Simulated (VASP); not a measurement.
VASP ran on this input.

KPOINTS:
```
Automatic mesh
0
Gamma
6 6 4
0 0 0
```

### POSCAR
```
SiC
1
    1.5707803204    -2.7206702160     0.0000000000
    1.5707973310     2.7206705493     0.0000000000
    0.0000000000     0.0000000000     5.1509875200
Si C
2 2
Direct
  0.6666670000   0.3333330000   0.5000000000
  0.3333330000   0.6666670000   0.0000000000
  0.6666670000   0.3333330000   0.8750000000
  0.3333330000   0.6666670000   0.3750000000
```

### INCAR
```
SYSTEM = SiC
PREC = Accurate
ENCUT = 520
EDIFF = 1E-6
NELM = 100
ALGO = Normal
LREAL = .FALSE.
LASPH = .TRUE.
ISMEAR = 0
SIGMA = 0.05
GGA = PE
LWAVE = .FALSE.
LCHARG = .FALSE.
ISIF = 2
```

POTCAR, in this order: Si C (PBE.64 set). Program: vasp_std.

One choice in this input is risky. Which, and does it do harm here?

The risk: the lattice vectors carry noise near SYMPREC. Here it does no harm: the run (PBE GGA, plane waves, VASP's PBE PAW potentials (set 64)) converges to the same energy and pressure as with the safe setting.
### OSZICAR
```
       N       E                     dE             d eps       ncg     rms          rms(c)
DAV:   1     0.333090089760E+02    0.33309E+02   -0.74448E+03   504   0.119E+03
DAV:   2    -0.302317822521E+02   -0.63541E+02   -0.58909E+02   716   0.184E+02
DAV:   3    -0.333968262969E+02   -0.31650E+01   -0.31454E+01   660   0.412E+01
DAV:   4    -0.334367611349E+02   -0.39935E-01   -0.39907E-01   624   0.537E+00
DAV:   5    -0.334375475838E+02   -0.78645E-03   -0.78628E-03   636   0.714E-01    0.116E+01
DAV:   6    -0.301137795494E+02    0.33238E+01   -0.10357E+01   604   0.201E+01    0.511E+00
DAV:   7    -0.300545690717E+02    0.59210E-01   -0.78305E-01   648   0.591E+00    0.233E+00
DAV:   8    -0.300400666617E+02    0.14502E-01   -0.41704E-02   564   0.156E+00    0.529E-01
DAV:   9    -0.300395440947E+02    0.52257E-03   -0.58707E-03   620   0.594E-01    0.132E-01
DAV:  10    -0.300398368224E+02   -0.29273E-03   -0.83386E-04   580   0.202E-01    0.559E-02
DAV:  11    -0.300398501176E+02   -0.13295E-04   -0.15952E-04   612   0.938E-02    0.123E-02
DAV:  12    -0.300398513691E+02   -0.12515E-05   -0.57586E-06   600   0.195E-02    0.334E-03
DAV:  13    -0.300398519122E+02   -0.54309E-06   -0.30460E-07   376   0.478E-03
   1 F= -.30039852E+02 E0= -.30039852E+02  d E =-.283248E-15
```

The compound is SiC in the wurtzite structure, the rare 2H polytype. The cell was not relaxed at this level.
